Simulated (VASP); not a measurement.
Method: vdW-DF-cx, VASP's PBE PAW potentials (set 64) (plane waves; VASP).

A VASP calculation is set up with these files.

### KPOINTS
```
Automatic mesh
0
Gamma
8 8 8
0 0 0
```

**POSCAR**
```
Ni3Fe
1
    3.4905369507    -0.0000000000     0.0000000000
    0.0000000000     3.4905369507     0.0000000000
    0.0000000000    -0.0000000000     3.4905369507
Fe Ni
1 3
Direct
  0.0000000000   0.0000000000   0.0000000000
  0.0000000000   0.5000000000   0.5000000000
  0.5000000000   0.0000000000   0.5000000000
  0.5000000000   0.5000000000   0.0000000000
```

INCAR:
```
SYSTEM = Ni3Fe
PREC = Accurate
ENCUT = 520
EDIFF = 1E-6
NELM = 100
ALGO = Normal
LREAL = .FALSE.
LASPH = .TRUE.
ISMEAR = 1
SIGMA = 0.1
GGA = CX
LUSE_VDW = .TRUE.
AGGAC = 0.0
LMAXMIX = 4
ISPIN = 2
MAGMOM = 3.0 0.7 0.7 0.7
LORBIT = 10
LWAVE = .FALSE.
LCHARG = .FALSE.
IBRION = 2
ISIF = 3
NSW = 60
EDIFFG = -0.02
```

POTCAR, in this order: Fe Ni (PBE.64 set). Program: vasp_std.

The resulting files:

OSZICAR:
```
       N       E                     dE             d eps       ncg     rms          rms(c)
DAV:   1     0.252499899395E+03    0.25250E+03   -0.17342E+04  3792   0.207E+03
DAV:   2    -0.638391754610E+01   -0.25888E+03   -0.24887E+03  3648   0.360E+02
DAV:   3    -0.197018834576E+02   -0.13318E+02   -0.12649E+02  3746   0.114E+02
DAV:   4    -0.198796440361E+02   -0.17776E+00   -0.17751E+00  3944   0.138E+01
DAV:   5    -0.198849323696E+02   -0.52883E-02   -0.52880E-02  5078   0.192E+00    0.217E+01
DAV:   6    -0.167747664682E+02    0.31102E+01   -0.36545E+01  3828   0.955E+01    0.184E+01
DAV:   7    -0.200109362780E+02   -0.32362E+01   -0.21552E+01  4240   0.116E+02    0.265E+01
DAV:   8    -0.154477936504E+02    0.45631E+01   -0.15899E+01  4490   0.550E+01    0.575E+00
DAV:   9    -0.155646819172E+02   -0.11689E+00   -0.57162E-01  4206   0.916E+00    0.321E+00
DAV:  10    -0.155324598631E+02    0.32222E-01   -0.95123E-02  5080   0.779E+00    0.151E+00
DAV:  11    -0.155303422757E+02    0.21176E-02   -0.32271E-02  5420   0.224E+00    0.107E+00
DAV:  12    -0.155326611298E+02   -0.23189E-02   -0.60259E-03  4298   0.203E+00    0.274E-01
DAV:  13    -0.155327887708E+02   -0.12764E-03   -0.17516E-03  5252   0.619E-01    0.779E-02
DAV:  14    -0.155328389626E+02   -0.50192E-04   -0.17255E-04  4284   0.145E-01    0.826E-02
DAV:  15    -0.155328324654E+02    0.64972E-05   -0.42149E-05  4738   0.184E-01    0.185E-02
DAV:  16    -0.155328350643E+02   -0.25990E-05   -0.88402E-06  3762   0.397E-02    0.227E-02
DAV:  17    -0.155328336830E+02    0.13814E-05   -0.27492E-06  2496   0.455E-02    0.290E-03
DAV:  18    -0.155328335743E+02    0.10871E-06   -0.65607E-07  1946   0.848E-03
   1 F= -.15532834E+02 E0= -.15532758E+02  d E =-.155328E+02  mag=     4.5967
       N       E                     dE             d eps       ncg     rms          rms(c)
DAV:   1    -0.155908590056E+02   -0.58025E-01   -0.65359E-01  3650   0.117E+01    0.250E+00
DAV:   2    -0.159102022517E+02   -0.31934E+00   -0.18499E+00  4182   0.263E+01    0.112E+01
DAV:   3    -0.155397492916E+02    0.37045E+00   -0.13705E+00  4294   0.243E+01    0.144E+00
DAV:   4    -0.155347477810E+02    0.50015E-02   -0.45786E-02  4072   0.282E+00    0.664E-01
DAV:   5    -0.155334099322E+02    0.13378E-02   -0.30321E-03  5216   0.762E-01    0.320E-01
DAV:   6    -0.155327156585E+02    0.69427E-03   -0.11694E-03  5922   0.632E-01    0.684E-02
DAV:   7    -0.155327244306E+02   -0.87722E-05   -0.22130E-04  3936   0.193E-01    0.377E-02
DAV:   8    -0.155327275685E+02   -0.31379E-05   -0.10897E-05  4992   0.468E-02    0.169E-02
DAV:   9    -0.155327297114E+02   -0.21429E-05   -0.19567E-06  2930   0.200E-02    0.533E-03
DAV:  10    -0.155327301857E+02   -0.47436E-06   -0.92119E-07  1882   0.147E-02
   2 F= -.15532730E+02 E0= -.15532652E+02  d E =0.103389E-03  mag=     4.6243
       N       E                     dE             d eps       ncg     rms          rms(c)
DAV:   1    -0.155495337439E+02   -0.16804E-01   -0.18103E-01  3648   0.610E+00    0.132E+00
DAV:   2    -0.156187821291E+02   -0.69248E-01   -0.34216E-01  4172   0.138E+01    0.437E+00
DAV:   3    -0.155350849740E+02    0.83697E-01   -0.20825E-01  4196   0.127E+01    0.758E-01
DAV:   4    -0.155336772824E+02    0.14077E-02   -0.10546E-02  4212   0.161E+00    0.222E-01
DAV:   5    -0.155335109629E+02    0.16632E-03   -0.89041E-04  4924   0.344E-01    0.845E-02
DAV:   6    -0.155333984637E+02    0.11250E-03   -0.85608E-05  4818   0.128E-01    0.259E-02
DAV:   7    -0.155333961035E+02    0.23602E-05   -0.11181E-05  3936   0.364E-02    0.147E-02
DAV:   8    -0.155333962840E+02   -0.18054E-06   -0.13139E-06  2040   0.214E-02
   3 F= -.15533396E+02 E0= -.15533316E+02  d E =-.562710E-03  mag=     4.6098
```

### OUTCAR
```
------------------------ aborting loop because EDIFF is reached ----------------------------------------
  FORCE on cell =-STRESS in cart. coord.  units (eV):
  Direction    XX          YY          ZZ          XY          YZ          ZX
  --------------------------------------------------------------------------------------
  Total        0.0148430      0.0148430      0.0148430      0.0000000      0.0000000     -0.0000000
  in kB        0.5567285      0.5567285      0.5567285      0.0000000      0.0000000     -0.0000000
  external PRESSURE =       0.5567285 kB  Pullay stress =       0.0000000 kB
  volume of cell :       42.72
      direct lattice vectors                 reciprocal lattice vectors
     3.495660969  0.000000000 -0.000000000     0.286068932 -0.000000000  0.000000000
     0.000000000  3.495660969  0.000000000    -0.000000000  0.286068932 -0.000000000
    -0.000000000  0.000000000  3.495660969     0.000000000 -0.000000000  0.286068932
 POSITION                                       TOTAL-FORCE (eV/Angst)
 -----------------------------------------------------------------------------------
      0.00000      0.00000      0.00000        -0.000000     -0.000000      0.000000
      0.00000      1.74783      1.74783         0.000000      0.000000      0.000000
      1.74783      0.00000      1.74783        -0.000000      0.000000      0.000000
      1.74783      1.74783      0.00000        -0.000000     -0.000000      0.000000
 -----------------------------------------------------------------------------------
    total drift:                                0.000000      0.000000      0.000000
  FREE ENERGIE OF THE ION-ELECTRON SYSTEM (eV)
  ---------------------------------------------------
  free  energy   TOTEN  =       -15.5333962840 eV

  energy  without entropy=      -15.5331543995  energy(sigma->0) =      -15.53331566

 total charge

# of ion       s       p       d       tot
------------------------------------------
    1        0.491   0.534   6.158   7.183
    2        0.523   0.547   8.353   9.423
    3        0.523   0.547   8.353   9.423
    4        0.523   0.547   8.353   9.423
--------------------------------------------------
tot          2.060   2.175  31.217  35.452

 magnetization (x)

# of ion       s       p       d       tot
------------------------------------------
    1        0.008   0.000   2.810   2.818
    2       -0.016  -0.042   0.652   0.594
    3       -0.016  -0.042   0.652   0.594
    4       -0.016  -0.042   0.652   0.594
--------------------------------------------------
tot         -0.040  -0.125   4.765   4.600

 reached required accuracy - stopping structural energy minimisation
```
(Selected blocks of OUTCAR.)

File CONTCAR:
```
Ni3Fe
   1.00000000000000
     3.4956609691953919    0.0000000000000000   -0.0000000000000000
     0.0000000000000000    3.4956609691953919    0.0000000000000000
    -0.0000000000000000    0.0000000000000000    3.4956609691953919
  Fe              Ni
     1     3
Direct
     0.0000000000000000    0.0000000000000000    0.0000000000000000
     0.0000000000000000    0.5000000000000000    0.5000000000000000
     0.5000000000000000    0.0000000000000000    0.5000000000000000
     0.5000000000000000    0.5000000000000000    0.0000000000000000
```

**OUTCAR**
```
 val. band max:        8.9496783376   @ k =   0.3750   0.2500   0.2500

 cond. band min:       8.9561870959   @ k =   0.5000   0.3750   0.3750


 Fermi energy:         8.9529743725

 spin component 1

 k-point     1 :       0.0000    0.0000    0.0000
  band No.  band energies     occupation
      1      -0.3995      1.00000
      2       3.4796      1.00000
      3       3.4796      1.00000
      4       4.1006      1.00000
      5       4.2380      1.00000
      6       4.2380      1.00000
      7       4.2380      1.00000
      8       6.2145      1.00000
      9       6.2145      1.00000
     10       6.2145      1.00000
     11       7.3293      1.00000
     12       7.3293      1.00000
     13       8.1649      1.00000
     14       8.1649      1.00000
     15       8.1915      1.00000
     16       8.3343      1.00000
     17       8.3343      1.00000
     18       8.3343      1.00000
     19       8.4025      1.00000
     20       8.4025      1.00000
     21       8.4025      1.00000
     22      11.2353      0.00000
     23      11.2353      0.00000
     24      11.2353      0.00000
     25      18.1931      0.00000
     26      18.1931      0.00000

 k-point     2 :       0.1250    0.0000    0.0000
  band No.  band energies     occupation
      1      -0.1911      1.00000
      2       3.5447      1.00000
      3       3.5812      1.00000
      4       4.1797      1.00000
      5       4.3028      1.00000
      6       4.3132      1.00000
      7       4.3132      1.00000
      8       6.1366      1.00000
      9       6.2733      1.00000
     10       6.2733      1.00000
     11       7.2507      1.00000
     12       7.3547      1.00000
     13       7.9002      1.00000
     14       7.9002      1.00000
     15       8.0683      1.00000
     16       8.0924      1.00000
     17       8.1477      1.00000
     18       8.2638      1.00000
     19       8.2638      1.00000
     20       8.3345      1.00000
...
```

The compound is Ni3Fe in the L1_2 structure. This run relaxes it. Symmetry was kept, so distortions that lower it aren't found. The start is the result of an earlier pass.
